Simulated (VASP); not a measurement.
All values below come from PBE GGA with D3 dispersion (Becke-Johnson damping), VASP's PBE PAW potentials (set 64) (plane waves; VASP).

A VASP calculation is set up with these files.

### POSCAR
```
CdF2
1
    0.0000000000     2.7265492348     2.7265492348
    2.7265492348     0.0000000000     2.7265492348
    2.7265492348     2.7265492348     0.0000000000
Cd F
1 2
Direct
  0.0000000000   0.0000000000   0.0000000000
  0.2500000000   0.2500000000   0.2500000000
  0.7500000000   0.7500000000   0.7500000000
```

KPOINTS:
```
Regular mesh
0
gamma
8 8 8
0 0 0
```

**INCAR**
```
# general
SYSTEM =CdF2
PREC   =Accurate
ENCUT  =520
LREAL  =.FALSE.
LASPH  =.TRUE.

# electronic loop
EDIFF  =1E-7
NELM   =100
ALGO   =Normal
LMAXMIX=4

# smearing
ISMEAR =-5

# functional
GGA    =PE
IVDW   =12

# ions
ISIF   =2

# output
LWAVE  =.FALSE.
LCHARG =.TRUE.
LORBIT =11
NEDOS  =601

# other
LEFG   =.TRUE.
```

POTCAR, in this order: Cd F (PBE.64 set). Program: vasp_std.

What VASP printed:

### OUTCAR
```
 ion  position               nearest neighbor table
   1  0.000  0.000  0.000-   3 2.36   3 2.36   3 2.36   2 2.36   3 2.36   2 2.36   2 2.36   2 2.36
  LATTYP: Found a face centered cubic cell.
 ALAT       =     5.4530984696
 Subroutine PRICEL returns:
 Original cell was already a primitive cell.
 Subroutine GETGRP returns: Found 48 space group operations
The static configuration has the point symmetry O_h .
The dynamic configuration has the point symmetry O_h .
 Subroutine INISYM returns: Found 48 space group operations
 Subroutine IBZKPT returns following result:
 Found     29 irreducible k-points:

 Following reciprocal coordinates:
            Coordinates               Weight
  0.000000  0.000000  0.000000      1.000000
  0.125000  0.000000  0.000000      8.000000
  0.250000  0.000000  0.000000      8.000000
  0.375000  0.000000  0.000000      8.000000
  0.500000  0.000000  0.000000      4.000000
  0.125000  0.125000  0.000000      6.000000
  0.250000  0.125000  0.000000     24.000000
  0.375000  0.125000  0.000000     24.000000
  0.500000  0.125000  0.000000     24.000000
 -0.375000  0.125000  0.000000     24.000000
 -0.250000  0.125000  0.000000     24.000000
 -0.125000  0.125000  0.000000     12.000000
  0.250000  0.250000  0.000000      6.000000
  0.375000  0.250000  0.000000     24.000000
  0.500000  0.250000  0.000000     24.000000
 -0.375000  0.250000  0.000000     24.000000
 -0.250000  0.250000  0.000000     12.000000
  0.375000  0.375000  0.000000      6.000000
  0.500000  0.375000  0.000000     24.000000
 -0.375000  0.375000  0.000000     12.000000
  0.500000  0.500000  0.000000      3.000000
  0.375000  0.250000  0.125000     24.000000
  0.500000  0.250000  0.125000     48.000000
 -0.375000  0.250000  0.125000     24.000000
  0.500000  0.375000  0.125000     24.000000
 -0.375000  0.375000  0.125000     48.000000
 -0.250000  0.375000  0.125000     24.000000
 -0.375000  0.500000  0.125000     12.000000
 -0.250000  0.500000  0.250000      6.000000
   k-points           NKPTS =     29   k-points in BZ     NKDIM =     29   number of bands    NBANDS=     17
   number of dos      NEDOS =    601   number of ions     NIONS =      3
   total plane-waves  NPLWV =  27000
   dimension x,y,z NGX =    30 NGY =   30 NGZ =   30
   dimension x,y,z NGXF=    60 NGYF=   60 NGZF=   60
   ions per type =               1   2
   PREC   = accura    normal or accurate (medium, high low for compatibility)
   ISTART =      0    job   : 0-new  1-cont  2-samecut
   ICHARG =      2    charge: 1-file 2-atom 10-const
   ISPIN  =      1    spin polarized calculation?
   LNONCOLLINEAR =      F non collinear calculations
   LSORBIT =      F    spin-orbit coupling
   INIWAV =      1    electr: 0-lowe 1-rand  2-diag
   ENCUT  =  520.0 eV  38.22 Ry    6.18 a.u.   7.17  7.17  7.17*2*pi/ulx,y,z
   NELM   =    100;   NELMIN=  2; NELMDL= -5     # of ELM steps
   EDIFF  = 0.1E-06   stopping-criterion for ELM
   LREAL  =      F    real-space projection
   NLSPLINE    = F    spline interpolate recip. space projectors
   LMAXMIX     =    4 max onsite mixed and CHGCAR
   VOSKOWN=      0    Vosko Wilk Nusair interpolation
   EDIFFG = 0.1E-05   stopping-criterion for IOM
   NSW    =      0    number of steps for IOM
   NBLOCK =      1;   KBLOCK =      1    inner block; outer block
   IBRION =     -1    ionic relax: 0-MD 1-quasi-New 2-CG
   NFREE  =      0    steps in history (QN), initial steepest desc. (CG)
   ISIF   =      2    stress and relaxation
   ISYM   =      2    0-nonsym 1-usesym 2-fastsym
   TEIN   =    0.0    initial temperature
   TEBEG  =    0.0;   TEEND  =   0.0 temperature during run
   SMASS  =  -3.00    Nose mass-parameter (am)
   PSTRESS=    0.0 pullay stress
...
```

### OSZICAR
```
       N       E                     dE             d eps       ncg     rms          rms(c)
DAV:   1     0.199743097841E+03    0.19974E+03   -0.15944E+04  1018   0.155E+03
DAV:   2    -0.405667273591E+01   -0.20380E+03   -0.20009E+03  1133   0.376E+02
DAV:   3    -0.126143964106E+02   -0.85577E+01   -0.85419E+01  1048   0.876E+01
DAV:   4    -0.126571224445E+02   -0.42726E-01   -0.42722E-01  1132   0.626E+00
DAV:   5    -0.126572813517E+02   -0.15891E-03   -0.15891E-03  1079   0.322E-01    0.100E+01
DAV:   6    -0.108749467063E+02    0.17823E+01   -0.54003E+00  1272   0.452E+01    0.721E+00
DAV:   7    -0.109162579604E+02   -0.41311E-01   -0.88614E-01   989   0.992E+00    0.416E+00
DAV:   8    -0.109075996726E+02    0.86583E-02   -0.16762E-01  1056   0.410E+00    0.751E-01
DAV:   9    -0.108981863899E+02    0.94133E-02   -0.42399E-02  1201   0.250E+00    0.973E-02
DAV:  10    -0.108987338211E+02   -0.54743E-03   -0.31891E-03   999   0.734E-01    0.121E-01
DAV:  11    -0.108988204190E+02   -0.86598E-04   -0.18017E-04  1123   0.172E-01    0.470E-02
DAV:  12    -0.108988533038E+02   -0.32885E-04   -0.86316E-05   986   0.855E-02    0.163E-02
DAV:  13    -0.108988551557E+02   -0.18519E-05   -0.50117E-06  1125   0.206E-02    0.612E-03
DAV:  14    -0.108988550844E+02    0.71235E-07   -0.14492E-06   995   0.190E-02    0.157E-03
DAV:  15    -0.108988551399E+02   -0.55448E-07   -0.81634E-08   860   0.422E-03
   1 F= -.11383132E+02 E0= -.11383132E+02  d E =0.000000E+00
```

File OUTCAR:
```
------------------------ aborting loop because EDIFF is reached ----------------------------------------
 Edisp (eV)   -0.48428
  FORCE on cell =-STRESS in cart. coord.  units (eV):
  Direction    XX          YY          ZZ          XY          YZ          ZX
  --------------------------------------------------------------------------------------
  Total       0.03946     0.03946     0.03946     0.00000     0.00000     0.00000
  in kB       1.55970     1.55970     1.55970     0.00000     0.00000     0.00000
  external pressure =        1.56 kB  Pullay stress =        0.00 kB
  volume of cell :       40.54
      direct lattice vectors                 reciprocal lattice vectors
     0.000000000  2.726549235  2.726549235    -0.183381981  0.183381981  0.183381981
     2.726549235  0.000000000  2.726549235     0.183381981 -0.183381981  0.183381981
     2.726549235  2.726549235  0.000000000     0.183381981  0.183381981 -0.183381981
 POSITION                                       TOTAL-FORCE (eV/Angst)
 -----------------------------------------------------------------------------------
      0.00000      0.00000      0.00000         0.000000      0.000000      0.000000
      1.36327      1.36327      1.36327         0.000000      0.000000      0.000000
      4.08982      4.08982      4.08982        -0.000000     -0.000000     -0.000000
 -----------------------------------------------------------------------------------
    total drift:                                0.000000     -0.000000      0.000000
  FREE ENERGIE OF THE ION-ELECTRON SYSTEM (eV)
  ---------------------------------------------------
  free  energy   TOTEN  =       -11.3831321127 eV

  energy  without entropy=      -11.3831321127  energy(sigma->0) =      -11.38313211

 total charge

# of ion       s       p       d       tot
------------------------------------------
    1        0.225   0.183   9.683  10.091
    2        1.739   4.334   0.000   6.073
    3        1.739   4.334   0.000   6.073
--------------------------------------------------
tot          3.704   8.851   9.683  22.237

 Electric field gradients after diagonalization (V/A^2)
 (convention: |V_zz| > |V_xx| > |V_yy|)
----------------------------------------------------------------------
 ion       V_xx      V_yy      V_zz     asymmetry (V_yy - V_xx)/ V_zz
----------------------------------------------------------------------
   1      -0.002    -0.002     0.004       0.000
   2       0.002     0.002    -0.004       0.000
   3       0.002     0.002    -0.004       0.000
```
(Selected blocks of OUTCAR.)

**OUTCAR**
```
 val. band max:       -1.5756334489   @ k =  -0.2500   0.5000   0.2500

 cond. band min:       1.3650185270   @ k =   0.0000   0.0000   0.0000


 Fermi energy:        -1.5685054378

 k-point     1 :       0.0000    0.0000    0.0000
  band No.  band energies     occupation
      1     -22.1865      2.00000
      2     -21.1791      2.00000
      3      -7.0915      2.00000
      4      -7.0915      2.00000
      5      -7.0915      2.00000
      6      -6.0354      2.00000
      7      -6.0354      2.00000
      8      -2.4592      2.00000
      9      -2.4592      2.00000
     10      -2.4592      2.00000
     11      -2.1174      2.00000
     12      -2.1174      2.00000
     13      -2.1174      2.00000
     14       1.3650      0.00000
     15      10.9522      0.00000
     16      10.9522      0.00000
     17      10.9522      0.00000

 k-point     2 :       0.1250    0.0000    0.0000
  band No.  band energies     occupation
      1     -22.1419      2.00000
      2     -21.2191      2.00000
      3      -7.0380      2.00000
      4      -7.0380      2.00000
      5      -6.9409      2.00000
      6      -6.0499      2.00000
      7      -6.0499      2.00000
      8      -2.9331      2.00000
      9      -2.5732      2.00000
     10      -2.5731      2.00000
     11      -2.1986      2.00000
     12      -2.0919      2.00000
     13      -2.0919      2.00000
     14       1.9320      0.00000
     15      10.2434      0.00000
     16      11.1666      0.00000
     17      11.1666      0.00000

 k-point     3 :       0.2500    0.0000    0.0000
  band No.  band energies     occupation
      1     -22.0190      2.00000
      2     -21.3280      2.00000
      3      -6.9160      2.00000
      4      -6.9160      2.00000
      5      -6.5399      2.00000
      6      -6.0605      2.00000
      7      -6.0605      2.00000
      8      -3.6360      2.00000
      9      -2.8489      2.00000
     10      -2.8489      2.00000
     11      -2.6752      2.00000
...
```

The compound is CdF2 in the fluorite structure. It was relaxed first.
